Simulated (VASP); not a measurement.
Runs of VASP 6.6.1 on F2GeBr2. The cell holds a molecule in a box, 5 atoms: a = 12.000 Å, b = 13.000 Å, c = 12.000 Å, α = 90.00°, β = 90.00°, γ = 90.00°. 

```tsv
task	level	potentials or basis	cutoff (eV)	grid for exact exchange (PRECFOCK)	screening parameter	exchange at q = 0	gap on the mesh (eV)	largest force (eV/Å)
electron localisation function	PBE	VASP PAW PBE potentials, release 64 (F, Ge_d, Br)	520	-	-	-	4.37	0.84
atomic charges	PBE+TS	VASP PAW PBE potentials, release 64 (F, Ge_d, Br)	520	-	-	-	4.37	(a)
single point	r2SCAN+D3(BJ)	VASP PAW PBE potentials, release 64 (F_s, Ge_d, Br)	400	-	-	-	(b)	0.64
single point	PBE	VASP PAW PBE potentials, release 64 (F, Ge_d, Br)	520	-	-	-	4.37	0.84
single point	HSE06	VASP PAW PBE potentials, release 64 (F_h, Ge_h, Br)	900	Fast	0.2 1/A	-	5.89	0.17
single point	B3LYP	VASP PAW PBE potentials, release 64 (F, Ge_d, Br)	520	Normal	-	default	6.04	0.61
```

Alike in all rows: no spin polarisation; cell as given; k mesh 1 × 1 × 1; smearing gaussian 0.01 eV.

Question: Fill in the values left out.

Answer: (a) 0.86; (b) 4.90.

Caveats: the PAW data sets were made with another functional, which shifts forces and pressure a little (some runs).

A k mesh can miss the band edges, and the runs leave out spin-orbit coupling on Br, Ge.

Not every run made on this cell is shown here.
